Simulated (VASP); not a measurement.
# Y3F (P6/mmm) in VASP: further runs

The runs below take Y3F through band structure, with LDA, PBE, PBEsol, RPBE, revPBE.

Program: VASP 6.6.1. These are calculated values, not measurements. Logs are shortened: lines on timing, memory, paths and dates and some standing lists are left out, and cuts for length are marked.

**1. The structure**

The structure is hexagonal, space group P6/mmm (No. 191). The conventional cell has a = 6.267 Å, b = 6.267 Å, c = 3.362 Å, α = 90.00°, β = 90.00°, γ = 120.00°. Around Y (site symmetry mmm) lie 6 Y at 3.13 to 3.36 Å and 2 F at 3.13 Å. Around F (site symmetry 6/mmm) lie 6 Y at 3.13 Å and 2 F at 3.36 Å.

The cell was built by a generator and needn't be a form met in nature.

**2. Band structure, LDA**

Input file INCAR:

```
PREC = Accurate
ENCUT = 520
EDIFF = 1E-6
ISMEAR = -1
SIGMA = 0.05
LREAL = F
LASPH = T
NELM = 80
ALGO = Fast
ISIF = 2
LWAVE = F
LCHARG = F
LMAXMIX = 4
GGA = CA
```

Input file KPOINTS:

```
regular mesh
0
Gamma
  4 4 6
```

Input file POSCAR:

```
Y3F
1.0
    6.2666500000      0.0000000000      0.0000000000
   -3.1333300000      5.4270800000      0.0000000000
    0.0000000000      0.0000000000      3.3619900000
Y F
3 1
Direct
    0.5000000000      0.0000000000      0.0000000000
    0.0000000000      0.5000000000      0.0000000000
    0.5000000000      0.5000000000      0.0000000000
    0.0000000000      0.0000000000      0.0000000000
```

Input file KPOINTS_OPT:

```
path GMKGALHA,LM,KH
10
line-mode
reciprocal
 0.0000000000  0.0000000000  0.0000000000  G
 0.5000000000  0.0000000000  0.0000000000  M

 0.5000000000  0.0000000000  0.0000000000  M
 0.3333333333  0.3333333333  0.0000000000  K

 0.3333333333  0.3333333333  0.0000000000  K
 0.0000000000  0.0000000000  0.0000000000  G

 0.0000000000  0.0000000000  0.0000000000  G
 0.0000000000  0.0000000000  0.5000000000  A

 0.0000000000  0.0000000000  0.5000000000  A
 0.5000000000  0.0000000000  0.5000000000  L

 0.5000000000  0.0000000000  0.5000000000  L
 0.3333333333  0.3333333333  0.5000000000  H

 0.3333333333  0.3333333333  0.5000000000  H
 0.0000000000  0.0000000000  0.5000000000  A

 0.5000000000  0.0000000000  0.5000000000  L
 0.5000000000  0.0000000000  0.0000000000  M

 0.3333333333  0.3333333333  0.0000000000  K
 0.3333333333  0.3333333333  0.5000000000  H
```

Potentials or basis: VASP PAW LDA potentials, release 64 (Y_sv, F).

Started as:

```console
> cat potpaw_LDA.64/Y_sv/POTCAR potpaw_LDA.64/F/POTCAR > POTCAR
> mpirun -np 1 vasp_std > vasp.out
```

OUTCAR:

```text
PREC = Accurate
   ENCUT = 520
   EDIFF = 1E-6
   ISMEAR = -1
   LREAL = F
   LASPH = T
   NELM = 80
   ISIF = 2
   GGA = CA

 ion  position               nearest neighbor table
   1  0.500  0.000  0.000-   2 3.13   2 3.13   3 3.13   3 3.13
   2  0.000  0.500  0.000-   1 3.13   1 3.13   3 3.13   3 3.13
   3  0.500  0.500  0.000-   2 3.13   2 3.13   1 3.13   1 3.13
   4  0.000  0.000  0.000-

  LATTYP: Found a hexagonal cell.
 ALAT       =     6.2666500000
 C/A-ratio  =     0.5364891928

  Lattice vectors:

 A1 = (   6.2666500000,   0.0000000000,   0.0000000000)
 A2 = (  -3.1333300000,   5.4270800000,   0.0000000000)
 A3 = (   0.0000000000,   0.0000000000,   3.3619900000)

Analysis of symmetry for initial positions (statically):
=====================================================================
 Subroutine PRICEL returns:
 Original cell was already a primitive cell.

 Routine SETGRP: Setting up the symmetry group for a
 hexagonal supercell.

 Subroutine GETGRP returns: Found 24 space group operations
 (whereof 24 operations were pure point group operations)
 out of a pool of 24 trial point group operations.

The static configuration has the point symmetry D_6h.

Analysis of symmetry for dynamics (positions and initial velocities):
=====================================================================
 Subroutine PRICEL returns:
 Original cell was already a primitive cell.

 Routine SETGRP: Setting up the symmetry group for a
 hexagonal supercell.

 Subroutine GETGRP returns: Found 24 space group operations
 (whereof 24 operations were pure point group operations)
 out of a pool of 24 trial point group operations.

The dynamic configuration has the point symmetry D_6h.

 Subroutine INISYM returns: Found 24 space group operations
 (whereof 24 operations are pure point group operations),
 and found     1 'primitive' translations

----------------------------------------------------------------------------------------

                                     Primitive cell

  volume of cell :     114.3400

  direct lattice vectors                    reciprocal lattice vectors
     6.266650000  0.000000000  0.000000000     0.159574892  0.092130722  0.000000000
    -3.133330000  5.427080000  0.000000000     0.000000000  0.184261150  0.000000000
     0.000000000  0.000000000  3.361990000     0.000000000  0.000000000  0.297442884

  length of vectors
     6.266650000  6.266654148  3.361990000     0.184261272  0.184261150  0.297442884

  position of ions in fractional coordinates (direct lattice)
     0.500000000  0.000000000  0.000000000
     0.000000000  0.500000000  0.000000000
     0.500000000  0.500000000  0.000000000
     0.000000000  0.000000000  0.000000000

  ion indices of the primitive-cell ions
   primitive index   ion index
                 1           1
                 2           2
                 3           3
                 4           4

----------------------------------------------------------------------------------------

 KPOINTS: regular mesh

Automatic generation of k-mesh.
 Grid dimensions read from file:
 generate k-points for:    4    4    6

 Generating k-lattice:

  Cartesian coordinates                     Fractional coordinates (reciprocal lattice)
     0.039893723  0.023032680  0.000000000     0.250000000  0.000000000  0.000000000
     0.000000000  0.046065287  0.000000000     0.000000000  0.250000000  0.000000000
     0.000000000  0.000000000  0.049573814     0.000000000  0.000000000  0.166666667

  Length of vectors
     0.046065318  0.046065287  0.049573814

  Shift w.r.t. Gamma in fractional coordinates (k-lattice)
     0.000000000  0.000000000  0.000000000

 Subroutine IBZKPT returns following result:
 ===========================================

 Found     16 irreducible k-points:

 Following reciprocal coordinates:
            Coordinates               Weight
  0.000000  0.000000  0.000000      1.000000
  0.250000  0.000000  0.000000      6.000000
  0.500000  0.000000  0.000000      3.000000
  0.250000  0.250000  0.000000      6.000000
  0.000000  0.000000  0.166667      2.000000
  0.250000  0.000000  0.166667     12.000000
[... 8 lines left out ...]
  0.500000  0.000000  0.500000      3.000000
  0.250000  0.250000  0.500000      6.000000
   k-points           NKPTS =     16   k-points in BZ     NKDIM =     16   number of bands    NBANDS=     24
   number of dos      NEDOS =    301   number of ions     NIONS =      4
   total plane-waves  NPLWV =  64512
   dimension x,y,z NGX =    48 NGY =   48 NGZ =   28
   dimension x,y,z NGXF=    96 NGYF=   96 NGZF=   56
   ions per type =               3   1
   NGX,Y,Z   is equivalent  to a cutoff of  12.73, 12.73, 13.85 a.u.
   NGXF,Y,Z  is equivalent  to a cutoff of  25.47, 25.47, 27.69 a.u.
 SYSTEM =  unknown system
   PREC   = accura    normal or accurate (medium, high low for compatibility)
   ISTART =      0    job   : 0-new  1-cont  2-samecut
   ICHARG =      2    charge: 1-file 2-atom 10-const
   ISPIN  =      1    spin polarized calculation?
   LNONCOLLINEAR =      F non collinear calculations
   LSORBIT =      F    spin-orbit coupling
   LASPH  =      T    aspherical Exc in radial PAW
   ENCUT  =  520.0 eV  38.22 Ry    6.18 a.u.  11.65 11.65  6.25*2*pi/ulx,y,z
   NELM   =     80;   NELMIN=  2; NELMDL= -5     # of ELM steps
   EDIFF  = 0.1E-05   stopping-criterion for ELM
   LREAL  =      F    real-space projection
   EDIFFG = 0.1E-04   stopping-criterion for IOM
   NSW    =      0    number of steps for IOM
   IBRION =     -1    ionic relax: 0-MD 1-quasi-New 2-CG
   NFREE  =      0    steps in history (QN), initial steepest desc. (CG)
   ISIF   =      2    stress and relaxation
   ISYM   =      2    0-nonsym 1-usesym 2-fastsym
   POTIM  = 0.5000    time-step for ionic-motion
   TEBEG  =    0.0;   TEEND  =   0.0 temperature during run
   PSTRESS=    0.0 pullay stress
   NELECT =      40.0000    total number of electrons
   NUPDOWN=      -1.0000    fix difference up-down
   EMIN   =  10.00;   EMAX   =-10.00  energy-range for DOS
   EFERMI =   0.00;   METHOD = LEGACY
   ISMEAR =    -1;   SIGMA  =   0.05  broadening in eV -4-tet -1-fermi 0-gaus
   EFERMI_NEDOS =   21; number of points for ismear=-14 and -15
   IALGO  =     68    algorithm
   IMIX   =      4    mixing-type and parameters
     AMIX     =   0.40;   BMIX     =  1.00
     AMIX_MAG =   1.60;   BMIX_MAG =  1.00
  volume/ion in A,a.u.               =      28.58       192.90
  Fermi-wavevector in a.u.,A,eV,Ry     =   1.153530  2.179855 18.104332  1.330631
  Thomas-Fermi vector in A             =   2.290173
   LORBIT       =      0    0 simple, 1 ext, 2 COOP (PROOUT), +10 PAW based schemes
   GGA     = CA    functional components
   LHFCALC =     F    Hartree Fock is set to
   AEXX    =    0.0000 exact exchange contribution
   IVDW    =     0    specifies the selected vdW correction
   LEPSILON=     F    determine dielectric tensor
   LRPA    =     F    only Hartree local field effects (RPA)
 non-spin polarized calculation
 RMM-DIIS sequential band-by-band and
  energy-cutoff  :      520.00
  volume of cell :      114.34
 maximum number of plane-waves:      3108
 NGX is ok and might be reduce to    48
   NGX = 23   NGY = 23   NGZ = 13

 number of electron      39.9999992 magnetization

 Free energy of the ion-electron system (eV)
  ---------------------------------------------------
  ext. energy  EPLUGINS =         0.00000000
  ---------------------------------------------------
  free energy    TOTEN  =       -23.48545961 eV

  energy without entropy =      -23.43126551  energy(sigma->0) =      -23.45836256

 E-fermi :   2.2411     XC(G=0):  -9.3564

 val. band max:        2.2062980578   @ k =   0.2500   0.0000   0.0000
 cond. band min:       2.2861484613   @ k =   0.2500   0.2500   0.0000
 fundamental gap:      0.0798504035
 Fermi energy:         2.2410862969

 k-point     1 :       0.0000    0.0000    0.0000
  band No.  band energies     occupation
      1     -40.5390      2.00000
      2     -40.3781      2.00000
      3     -40.3781      2.00000
      4     -21.3184      2.00000
      5     -20.9750      2.00000
      6     -20.9750      2.00000
[... 16 lines left out ...]
     23       2.4888      0.01401
     24       3.8591      0.00000

 k-point     2 :       0.2500    0.0000    0.0000
  band No.  band energies     occupation
      1     -40.5189      2.00000
      2     -40.3990      2.00000
      3     -40.3782      2.00000
      4     -21.1959      2.00000
      5     -20.9575      2.00000
      6     -20.8818      2.00000
[... 16 lines left out ...]
     23       2.6070      0.00133
     24       3.6623      0.00000

 k-point     3 :       0.5000    0.0000    0.0000
  band No.  band energies     occupation
      1     -40.4861      2.00000
      2     -40.4326      2.00000
      3     -40.3782      2.00000
      4     -21.1018      2.00000
      5     -20.7517      2.00000
      6     -20.6907      2.00000
[... 16 lines left out ...]
     23       3.1010      0.00000
     24       3.3525      0.00000

 k-point     4 :       0.2500    0.2500    0.0000
  band No.  band energies     occupation
      1     -40.4861      2.00000
      2     -40.4325      2.00000
      3     -40.3783      2.00000
      4     -21.0121      2.00000
      5     -20.9441      2.00000
      6     -20.6694      2.00000
[... 16 lines left out ...]
     23       3.0203      0.00000
     24       3.2585      0.00000

 k-point     5 :       0.0000    0.0000    0.1667
  band No.  band energies     occupation
      1     -40.5268      2.00000
      2     -40.3667      2.00000
      3     -40.3667      2.00000
      4     -21.2975      2.00000
      5     -20.9580      2.00000
      6     -20.9580      2.00000
[... 235 lines left out ...]
 k-point    14 :       0.2500    0.0000    0.5000
  band No.  band energies     occupation
      1     -40.4701      2.00000
      2     -40.3527      2.00000
      3     -40.3324      2.00000
      4     -21.1151      2.00000
      5     -20.8881      2.00000
      6     -20.8589      2.00000
[... 16 lines left out ...]
     23       2.7615      0.00006
     24       3.2962      0.00000

 k-point    15 :       0.5000    0.0000    0.5000
  band No.  band energies     occupation
      1     -40.4380      2.00000
      2     -40.3856      2.00000
      3     -40.3324      2.00000
      4     -21.0259      2.00000
      5     -20.8169      2.00000
      6     -20.7488      2.00000
[... 16 lines left out ...]
     23       3.3845      0.00000
     24       3.6232      0.00000

 k-point    16 :       0.2500    0.2500    0.5000
  band No.  band energies     occupation
      1     -40.4380      2.00000
      2     -40.3855      2.00000
      3     -40.3325      2.00000
      4     -20.9378      2.00000
      5     -20.8743      2.00000
      6     -20.8170      2.00000
[... 16 lines left out ...]
     23       3.5372      0.00000
     24       3.8576      0.00000

------------------------ aborting loop because EDIFF is reached ----------------------------------------

  FORCE on cell =-STRESS in cart. coord.  units (eV):
  Direction    XX          YY          ZZ          XY          YZ          ZX
  --------------------------------------------------------------------------------------
  -------------------------------------------------------------------------------------
  Total       -2.8656706     -2.8656726     -2.3502845      0.0000026     -0.0000000     -0.0000000
  in kB      -40.1549201    -40.1549483    -32.9331241      0.0000370     -0.0000000     -0.0000000
  external PRESSURE =     -37.7476642 kB  Pullay stress =       0.0000000 kB

 VOLUME and BASIS-vectors are now :
 -----------------------------------------------------------------------------
  energy-cutoff  :      520.00
  volume of cell :      114.34
      direct lattice vectors                 reciprocal lattice vectors
     6.266650000  0.000000000  0.000000000     0.159574892  0.092130722  0.000000000
    -3.133330000  5.427080000  0.000000000     0.000000000  0.184261150  0.000000000
     0.000000000  0.000000000  3.361990000     0.000000000  0.000000000  0.297442884

 POSITION                                       TOTAL-FORCE (eV/Angst)
 -----------------------------------------------------------------------------------
      3.13333      0.00000      0.00000         0.000000      0.000000      0.000000
     -1.56666      2.71354      0.00000         0.000000      0.000000      0.000000
      1.56666      2.71354      0.00000        -0.000000      0.000000      0.000000
      0.00000      0.00000      0.00000         0.000000      0.000000      0.000000
 -----------------------------------------------------------------------------------
    total drift:                               -0.000000      0.000000      0.000000

  FREE ENERGIE OF THE ION-ELECTRON SYSTEM (eV)
  ---------------------------------------------------
  free  energy   TOTEN  =       -23.4854596073 eV

  energy  without entropy=      -23.4312655110  energy(sigma->0) =      -23.45836256
```

Run time: 95 s. Hardware: 1 thread of Intel Xeon 6975P-C (Granite Rapids), shared host; peak memory 0.25 GiB.

What came out:

```yaml
Free_energy: -23.4855 eV
Pressure: -3.8 GPa
Band_gap_along_the_path: none (metal or under the smearing width)
```

Levels at the corners of the path, in eV from the Fermi level:
| point | band 16 | band 17 | band 18 | band 19 | band 20 | band 21 | band 22 | band 23 | band 24 |
| --- | --- | --- | --- | --- | --- | --- | --- | --- | --- |
| Γ | -4.02 | -3.37 | -1.24 | -1.10 | -1.10 | -0.10 | 0.25 | 0.25 | 1.62 |
| M | -3.38 | -2.70 | -1.88 | -0.40 | -0.35 | 0.22 | 0.63 | 0.86 | 1.11 |
| M | -3.38 | -2.70 | -1.88 | -0.40 | -0.35 | 0.22 | 0.63 | 0.86 | 1.11 |
| K | -3.38 | -2.18 | -2.18 | -0.67 | 0.17 | 0.17 | 0.17 | 1.23 | 1.29 |
| K | -3.38 | -2.18 | -2.18 | -0.67 | 0.17 | 0.17 | 0.17 | 1.23 | 1.29 |
| Γ | -4.02 | -3.37 | -1.24 | -1.10 | -1.10 | -0.10 | 0.25 | 0.25 | 1.62 |
| Γ | -4.02 | -3.37 | -1.24 | -1.10 | -1.10 | -0.10 | 0.25 | 0.25 | 1.62 |
| A | -4.13 | -2.11 | -1.96 | -0.63 | -0.63 | -0.10 | -0.10 | 0.55 | 0.60 |
| A | -4.13 | -2.11 | -1.96 | -0.63 | -0.63 | -0.10 | -0.10 | 0.55 | 0.60 |
| L | -4.20 | -1.47 | -0.74 | -0.62 | -0.23 | 0.25 | 0.99 | 1.14 | 1.38 |
| L | -4.20 | -1.47 | -0.74 | -0.62 | -0.23 | 0.25 | 0.99 | 1.14 | 1.38 |
| H | -4.21 | -1.06 | -1.06 | -0.27 | 0.26 | 0.26 | 0.76 | 0.76 | 0.81 |
| H | -4.21 | -1.06 | -1.06 | -0.27 | 0.26 | 0.26 | 0.76 | 0.76 | 0.81 |
| A | -4.13 | -2.11 | -1.96 | -0.63 | -0.63 | -0.10 | -0.10 | 0.55 | 0.60 |
| L | -4.20 | -1.47 | -0.74 | -0.62 | -0.23 | 0.25 | 0.99 | 1.14 | 1.38 |
| M | -3.38 | -2.70 | -1.88 | -0.40 | -0.35 | 0.22 | 0.63 | 0.86 | 1.11 |
| K | -3.38 | -2.18 | -2.18 | -0.67 | 0.17 | 0.17 | 0.17 | 1.23 | 1.29 |
| H | -4.21 | -1.06 | -1.06 | -0.27 | 0.26 | 0.26 | 0.76 | 0.76 | 0.81 |

[end of part 1 of 3]
